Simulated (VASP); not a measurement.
```
HfSi
1.0
    6.86240     0.00000     0.00000
    0.00000     3.76823     0.00000
    0.00000     0.00000     5.22345
Hf Si
4 4
Cartesian
  4.63308   0.94206   1.95561
  2.22932   2.82617   3.26784
  5.66052   2.82617   4.56733
  1.20188   0.94206   0.65612
  3.72711   0.94206   4.49671
  3.13529   2.82617   0.72674
  6.56649   2.82617   1.88499
  0.29591   0.94206   3.33846
```

Calculation: LDA (Ceperley-Alder, Perdew-Zunger), VASP's LDA PAW potentials (set 64) (plane waves; VASP). Numerical set-up: 300 eV cut-off, 3×5×4 Γ-centred mesh, Gaussian smearing of 0.10 eV, potentials Hf_pv Si.

At this cut-off the stress carries a Pulay error, which pulls relaxed volumes low.

Question: Which forces act on the atoms, in eV/Å?

Answer: 
```
atom      Fx     Fy      Fz
----  ------  -----  ------
Hf1    0.002  0.000   0.029
Hf2   -0.002  0.000  -0.029
Hf3   -0.002  0.000   0.029
Hf4    0.002  0.000  -0.029
Si5    0.061  0.000  -0.121
Si6   -0.061  0.000   0.121
Si7   -0.061  0.000  -0.121
Si8    0.061  0.000   0.121
```

Question: Give the stress tensor in GPa (positive for a compressed cell).

Answer: 
```
-5.75   0.00   0.00
 0.00  -5.46   0.00
 0.00   0.00  -5.59
```
The pressure is its mean diagonal, -5.60 GPa.

The structure comes from a computed database's HfSi entry (Pnma); how it stands against other phases isn't given here. The cell was not relaxed at this level. The k-mesh is coarse (spacing up to 0.33 per Å, 2π included), so the numbers may not be converged in it.
